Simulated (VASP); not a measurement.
Set up this calculation in VASP 6.6.1, as the native input.

```yaml
Task: relaxation of cell and atoms
Functional: LDA
Potentials_or_basis: VASP PAW LDA potentials, release 64 (Ga_d, Sn_d)
Cutoff: 600 eV
k_mesh: 8 × 8 × 8
Occupations: fermi-dirac, width 0.05 eV
Spin: no spin polarisation
Further_INCAR_settings: ALGO = Normal; EDIFF = 1e-06; IBRION = 2; EDIFFG = -0.02; NSW = 40; ISIF = 3
```

The structure of GaSn lies in POSCAR:

```
GaSn
1.0
    0.0000000000      2.9028814200      3.0982155700
    2.7292512900      0.0000000000      3.0982155700
    2.7292512900      2.9028814200      0.0000000000
Ga Sn
1 1
Direct
    0.5000000000      0.5000000000      0.5000000000
    0.0000000000      0.0000000000      0.0000000000
```

The cell was built by a generator and needn't be a form met in nature.

These files were run (other wordings do the same):

INCAR

```
PREC = Accurate
ENCUT = 600
EDIFF = 1E-6
ISMEAR = -1
SIGMA = 0.05
LREAL = F
LASPH = T
NELM = 100
ALGO = Normal
ISIF = 3
LWAVE = F
LCHARG = F
IBRION = 2
NSW = 40
EDIFFG = -0.02
```

KPOINTS

```
regular mesh
0
Gamma
  8 8 8
```

Potentials or basis: VASP PAW LDA potentials, release 64 (Ga_d, Sn_d).

The run is started by

```console
$ cat potpaw_LDA.64/Ga_d/POTCAR potpaw_LDA.64/Sn_d/POTCAR > POTCAR
$ mpirun -np 1 vasp_std > vasp.out
```

It gave:

```
Relaxed volume                         : 22.42 Å³/atom
Relaxed cell                           : a = 3.987 Å, b = 3.989 Å, c = 3.988 Å, α = 59.97°, β = 60.02°, γ = 60.01°
Space group after relaxing (to 0.05 Å) : Fm-3m (No. 225)
Energy gained by relaxing              : 83.3 meV/atom
Ionic steps                            : 9
Pressure after relaxing                : 0.0 GPa
Band gap on the k mesh                 : none (metal or under the smearing width)
```

Wall time 3.3 min on 1 thread of Intel(R) Xeon(R) 6975P-C (Granite Rapids), with other jobs on the host, peak memory 0.25 GiB.
